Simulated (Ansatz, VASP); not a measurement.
# ErB2: VASP beside Ansatz

Aim: how closely do two programs agree when they are given the same cell, functional and k mesh?

Program: Ansatz 0.2.0. Level of theory: plane waves, with VASP 6.6.1 beside it; single point at LDA. Results are calculated unless marked as measured.

In doubt: a part-filled 4f shell, where there is one, can sit in one of many states, so energies may not be the lowest and differences between runs may mislead; derivatives with an open 4f shell can jump between states, which bears on forces and vibrations.

**1. Set-up**

It takes space group P6/mmm (No. 191, hexagonal). The conventional cell has a = 3.280 Å, b = 3.280 Å, c = 3.790 Å, α = 90.00°, β = 90.00°, γ = 120.00°. Nearest to Er lie 12 B at 2.68 Å. Nearest to B lie 3 B at 1.89 Å and 6 Er at 2.68 Å. Farther neighbours are not listed.

**2. Ansatz: single point, LDA**

Ansatz runs on its default PAW (the set named soft_2) files.

A single point gives forces, pressure and levels at one fixed geometry, so differences don't come from the geometry; what else differs is listed under the comparison.

input.yaml reads:

```yaml
crystal:
  lattice:
    - [3.28, 0.0, 0.0]
    - [-1.64, 2.8405633244, 0.0]
    - [0.0, 0.0, 3.79]
  atoms:
    - { symbol: Er, position: [0.0, 0.0, 0.0], spin: 3.0 }
    - { symbol: B, position: [0.6666666667, 0.3333333333, 0.5] }
    - { symbol: B, position: [0.3333333333, 0.6666666667, 0.5] }
hamiltonian:
  xc: lda
  pseudopotentials: { kind: paw }
magnetization:
  spin_polarized: true
kpoints:
  mp_grid: { grid: [5, 5, 4] }
scf:
  occupations: { method: gaussian, width: 0.05 }
  n_extra_bands: 7
output:
  forces: true
  stress: true
  eigenvalues: true
  write_density: true
  write_potential: true
  elf: true
  volumetric_format: npy
```

Run with:

```
$ ansatz run input.yaml --threads 2 --pin off --max-ram 4608MiB --backend cpu --events-out ev --progress --plain --runs-dir out
```

Numbers of over 12 decimals in the logs are rounded to 6 here.

The program printed:

```text
Warning: where this run starts from atoms, the 4f shell of Er (site 0, from 0) starts with a moment of 2.52 μB, by Hund's first rule and in the place of the 3.00 μB that the deck gives it, the electrons of either spin spread evenly over its orbitals. The first iterations hold it so, then one of them chooses the order of the orbitals in the run's own bands; that SCF has its whole band count from the start. To start from spheres of the given moment, with no order chosen, type scf.initial_density.shell_occupations: []
scf.n_extra_bands = 7 over 14 filled bands (N_el = 28.0): the run solves 21 bands
Engine: ansatz 0.2.0, aarch64-unknown-linux-gnu
Pseudopotentials: kind: paw
Pseudopotential: Er, paw, valence charge 22, recommended cutoff 420 eV (normal), Er.paw.azcp
Pseudopotential: B, paw, valence charge 3, recommended cutoff 420 eV (normal), B.paw.azcp
Functional definition: SPW92
  exchange = slater_x
  correlation = pw_c
Crystal: 3 atoms, lattice volume = 35.312 Å³
Basis set: ecut = 420 eV, 709 PW (Γ)
Bands: 21, of which v1, the nominal top of the filled ones, is band 14 counted from 1 (13 counted from 0)
Symmetry: 24 space group operations
Space group: P6/mmm (ITA 191), of the structure as read, at distance tolerance 3.3e-5 Å
Magnetic group: BNS 191.233 (UNI 1463), of the structure as read, at distance tolerance 3.3e-5 Å
k-points: 15 of 100
Non-local potential: Er, projectors of the file, l = 0: 3, l = 1: 2, l = 2: 2, l = 3: 3
Non-local potential: B, projectors of the file, l = 0: 2, l = 1: 2, l = 2: 1
PAW form: soft (Blöchl's): semilocal exchange-correlation on the pseudo side does not see the compensation charge
PAW frozen core: Er, regenerated for the run's functional, and the local potential with it (the file was generated under x = pbe(κ = 0.804, μ = 0.219515), c = pbe(β = 0.066725))
PAW frozen core: B, regenerated for the run's functional, and the local potential with it (the file was generated under x = pbe(κ = 0.804, μ = 0.219515), c = pbe(β = 0.066725))
PAW one-centre angular grid: Er, 590 points (default); XC on 64 Gauss nodes
PAW one-centre angular grid: B, 110 points (default); XC on 64 Gauss nodes
Initial density: superposition of atomic densities (chi_scale 0.1, normalization cell, long waves kept (reshape's long-wave potential 0.00 eV rms))
Initial wavefunctions: pseudopotential atomic-orbital guess
Functional: x = slater, c = lda
SCF iter   1: F=—  HF=-12166.159128 eV  |F-HF|=—  |Δ(HF+E_count)|=         —  Δρ=4.51e-2 (↑2.94e-2 ↓4.51e-2)  dr2=2.01e0  dr2_m=4.39e-2  M=2.684 μB ∫|m|=2.685 μB  β_m=0.30  ethr=3.10e-3  ⟨swp⟩=5.5  Hψ=3041  notcnv=0
preconditioner: auto → none  [metal: Δε(μ)=0.009 eV  Ē_g=11.414 eV  σ=0.050 eV  W_gap=0.10  n_scr=8 (ndim 8)  ℏωp=31.9 eV  f_vac=0.000  D(μ)=11.10/eV (n_scr^D=236)  sad-step TF]
SCF iter   2: F=—  HF=-12164.451982 eV  |F-HF|=—  |Δ(HF+E_count)|=    1.71e0  Δρ=2.67e-2 (↑1.84e-2 ↓2.67e-2)  dr2=8.08e-1  dr2_m=2.51e-2  M=2.699 μB ∫|m|=2.700 μB  β_m=0.47  ethr=3.10e-3  ⟨swp⟩=2.8  Hψ=1283  notcnv=0  defer=33
SCF iter   3: F=—  HF=-12164.036494 eV  |F-HF|=—  |Δ(HF+E_count)|=   4.15e-1  Δρ=1.76e-2 (↑7.23e-3 ↓1.76e-2)  dr2=1.28e-1  dr2_m=1.17e-2  M=2.770 μB ∫|m|=2.771 μB  β_m=0.45  ethr=2.88e-3  ⟨swp⟩=3.5  Hψ=1402  notcnv=0  defer=36
SCF iter   4: F=—  HF=-12163.655027 eV  |F-HF|=—  |Δ(HF+E_count)|=   3.81e-1  Δρ=5.81e-3 (↑1.95e-3 ↓5.81e-3)  dr2=8.88e-3  dr2_m=3.67e-3  M=2.785 μB ∫|m|=2.785 μB  β_m=0.55  ethr=4.58e-4  ⟨swp⟩=2.9  Hψ=1358  notcnv=0  defer=36
SCF iter   5: F=—  HF=-12163.590703 eV  |F-HF|=—  |Δ(HF+E_count)|=         —  Δρ=1.16e-2 (↑1.89e-3 ↓1.16e-2)  dr2=5.42e-3  dr2_m=1.16e-2  M=2.777 μB ∫|m|=2.780 μB  β_m=0.55  ethr=3.17e-5  ⟨swp⟩=2.1  Hψ=1440  notcnv=0  defer=38
Mixer restart at iter 5: flushing history
iteration 5: the lowest order of the open f orbitals that was found in this iteration's bands is taken; no other order was found there
SCF iter   6: F=—  HF=-12163.632236 eV  |F-HF|=—  |Δ(HF+E_count)|=         —  Δρ=2.54e-2 (↑2.57e-3 ↓2.54e-2)  dr2=1.73e-1  dr2_m=5.77e-2  M=2.929 μB ∫|m|=2.930 μB  β_m=0.55  ethr=1.94e-5  ⟨swp⟩=2.1  Hψ=927  notcnv=0  defer=38
Mixer restart at iter 6: flushing history
SCF iter   7: F=—  HF=-12163.749791 eV  |F-HF|=—  |Δ(HF+E_count)|=         —  Δρ=2.20e-2 (↑1.29e-2 ↓2.20e-2)  dr2=4.22e-1  dr2_m=8.08e-3  M=2.800 μB ∫|m|=2.801 μB  β_m=0.55  ethr=1.94e-5  ⟨swp⟩=4.7  Hψ=2142  notcnv=0  defer=38
Mixer restart at iter 7: flushing history
[...]
SCF iter   9: F=—  HF=-12163.647541 eV  |F-HF|=—  |Δ(HF+E_count)|=   2.18e-1  Δρ=3.42e-3 (↑2.43e-3 ↓3.42e-3)  dr2=1.45e-2  dr2_m=3.31e-4  M=2.832 μB ∫|m|=2.833 μB  β_m=0.70  ethr=1.94e-5  ⟨swp⟩=4.4  Hψ=2181  notcnv=0  defer=40
SCF iter  10: F=—  HF=-12163.645978 eV  |F-HF|=—  |Δ(HF+E_count)|=   1.56e-3  Δρ=2.65e-3 (↑2.65e-3 ↓1.73e-3)  dr2=1.23e-2  dr2_m=3.13e-4  M=2.835 μB ∫|m|=2.836 μB  β_m=0.49  ethr=1.94e-5  ⟨swp⟩=2.5  Hψ=1397  notcnv=0  defer=40
SCF iter  11: F=—  HF=-12163.642304 eV  |F-HF|=—  |Δ(HF+E_count)|=   3.67e-3  Δρ=9.03e-4 (↑9.03e-4 ↓8.08e-4)  dr2=8.55e-4  dr2_m=1.55e-4  M=2.828 μB ∫|m|=2.830 μB  β_m=0.61  ethr=1.94e-5  ⟨swp⟩=2.1  Hψ=1002  notcnv=0  defer=40
SCF iter  12: F=—  HF=-12163.642262 eV  |F-HF|=—  |Δ(HF+E_count)|=   4.23e-5  Δρ=7.16e-4 (↑4.48e-4 ↓7.16e-4)  dr2=2.28e-4  dr2_m=9.18e-5  M=2.823 μB ∫|m|=2.825 μB  β_m=0.80  ethr=3.05e-6  ⟨swp⟩=1.6  Hψ=688  notcnv=0  defer=40
SCF iter  13: F=—  HF=-12163.642657 eV  |F-HF|=—  |Δ(HF+E_count)|=   3.95e-4  Δρ=2.10e-4 (↑1.11e-4 ↓2.10e-4)  dr2=1.83e-5  dr2_m=2.57e-6  M=2.809 μB ∫|m|=2.812 μB  β_m=0.83  ethr=8.13e-7  ⟨swp⟩=2.5  Hψ=1133  notcnv=0  defer=40
SCF iter  14: F=—  HF=-12163.642674 eV  |F-HF|=—  |Δ(HF+E_count)|=   1.69e-5  Δρ=1.17e-4 (↑3.04e-5 ↓1.17e-4)  dr2=3.63e-6  dr2_m=1.20e-6  M=2.808 μB ∫|m|=2.811 μB  β_m=0.92  ethr=6.55e-8  ⟨swp⟩=2.1  Hψ=1066  notcnv=0  defer=40
SCF iter  15: F=—  HF=-12163.642688 eV  |F-HF|=—  |Δ(HF+E_count)|=   1.40e-5  Δρ=3.26e-5 (↑9.44e-6 ↓3.26e-5)  dr2=4.00e-7  dr2_m=7.22e-8  M=2.806 μB ∫|m|=2.809 μB  β_m=0.96  ethr=1.30e-8  ⟨swp⟩=3.1  Hψ=1240  notcnv=0  defer=40
SCF iter  16: F=—  HF=-12163.642688 eV  |F-HF|=—  |Δ(HF+E_count)|=   6.43e-7  Δρ=7.49e-6 (↑3.82e-6 ↓7.49e-6)  dr2=3.00e-8  dr2_m=4.43e-9  M=2.805 μB ∫|m|=2.808 μB  β_m=0.93  ethr=1.43e-9  ⟨swp⟩=3.2  Hψ=1326  notcnv=0  defer=40
SCF iter  17: F=—  HF=-12163.642688 eV  |F-HF|=—  |Δ(HF+E_count)|=   4.15e-8  Δρ=1.48e-6 (↑6.48e-7 ↓1.48e-6)  dr2=5.33e-10  dr2_m=2.58e-10  M=2.805 μB ∫|m|=2.809 μB  β_m=0.96  ethr=1.07e-10  ⟨swp⟩=2.4  Hψ=1110  notcnv=0  defer=40
SCF iter  18: F=-12163.642688 eV  HF=-12163.642688 eV  |F-HF|=2.25e-8  |Δ(HF+E_count)|=   2.42e-9  Δρ=7.35e-6 (↑1.01e-6 ↓7.35e-6)  dr2=1.76e-8  dr2_m=4.17e-9  M=2.805 μB ∫|m|=2.809 μB  ethr=1.90e-12  ⟨swp⟩=13.0  Hψ=4955  notcnv=0
SCF 1 converged in 18 iterations: F = -12163.642688 eV  dr2 = 1.76e-8
  greatest PAW one-centre occupation: 0.992 electrons in one spin orbital (limit 2), on the Er atom at site 0 (counted from 0), in its partial waves of l = 0
SCF converged after 18 iterations
Magnetization: 2.8053 μB (15.4027 up, 12.5973 down)
Absolute magnetization: 2.8069 μB (∫|ρ↑−ρ↓|, with the PAW one-centre terms)
Spin contamination: 0.0615 ħ² per cell (⟨S²⟩ above its minimum at these occupations)
Per-site moments (μB) at R_I (Å): [(2.692740, 1.105097), (0.026411, 0.781155), (0.026411, 0.781155)]
Free energy (F): -12163.642688 eV
Harris-Foulkes:  -12163.642688 eV  (|F-HF|=2.25e-8)
Internal energy: -12163.629881 eV  (E = F + TS)
E sigma→0 (E₀):  -12163.636285 eV
Entropy (-TS):   -0.012807 eV (-4.269 meV/atom)
Fermi energy:    14.165786 eV
--- Per-component energies (eV) ---
  E_band       = 117.974043
  E_kinetic    = 485.073320
  E_local      = -4331.855919  (includes V_loc(G=0)·N_el)
  E_nonlocal   = 684.748957
  E_hartree    = 1860.481960
  E_xc         = -262.710720
  E_vxc        = -310.496851  (∫ρ·V_xc dr)
  E_paw        = -7040.295016  (= ΣΔE_a)
  E_vpaw       = -130.447977  (= ΣTr[D̂ρ^β])
  E_aug_tail   = -0.000008  (compensation charges beyond the density's cutoff)
  E_ewald      = -3561.038947
  E_core_change = 1.966491  (= ΣΔE_core)
  E_smearing   = -0.012807  (= −TS)
  E_closure    = -0.000000  (closes the sum)
  Σ components = -12163.642688   (vs F -12163.642688, Δ=0.00e0)
--- Forces (eV/Å), atoms counted from 1 ---
  atom   1  Er    -0.00000000     0.00000000     0.00000000
  atom   2  B      0.00000000     0.00000000     0.00000000
  atom   3  B     -0.00000000    -0.00000000     0.00000000
  max |Σ_I F_I| component: 3.70e-17 eV/Å
--- Stress (GPa, compression-positive) ---
      -14.230538       0.000000       0.000000
        0.000000     -14.230538       0.000000
        0.000000       0.000000      -6.248549
  P = ⅓ Tr σ = -11.5699 GPa (-115.699 kbar)
--- Band table (eV; the first three rows and the last of 30) ---
  k-point 0 ↑: bands = [... 10 lower, 12.2285, 12.4277, 13.5233, 13.5659, 13.5659, 13.7261, 20.1710, 20.3500, ... 3 higher]
  k-point 1 ↑: bands = [... 10 lower, 12.2591, 12.2591, 12.4278, 14.0979, 14.0979, 16.3334, 18.1366, 18.1366, ... 3 higher]
  k-point 2 ↑: bands = [... 10 lower, 12.2940, 12.2940, 12.4279, 14.8459, 14.8459, 17.1826, 17.1826, 17.7542, ... 3 higher]
  k-point 14 ↓: bands = [... 10 lower, 13.9446, 13.9544, 14.1393, 14.1759, 14.2958, 14.3793, 20.9463, 21.5349, ... 3 higher]
```

The job ended after 4.3 s (2 threads of Arm Neoverse V1, shared host; peak memory 0.29 GiB).

The column dr2 measures how far the density is from self-consistency, as an energy; F and HF (Harris–Foulkes) agree once it is small.

The run ends at a pressure of -11.57 GPa.

(Part 1 of 2 ends here.)

[Lines on the potential files, build, host, timing and source positions are cut from VASP's logs without a mark.]

[Logs are printed without paths, hosts, clocks, repeated set-up lines and the standing remarks that a program may print on its own settings, such as how far it seeks lower states.]

[Hosts, paths, dates, database ids (printed as entryN), source tags and the programs' standing remarks are cut or masked in the printed files.]
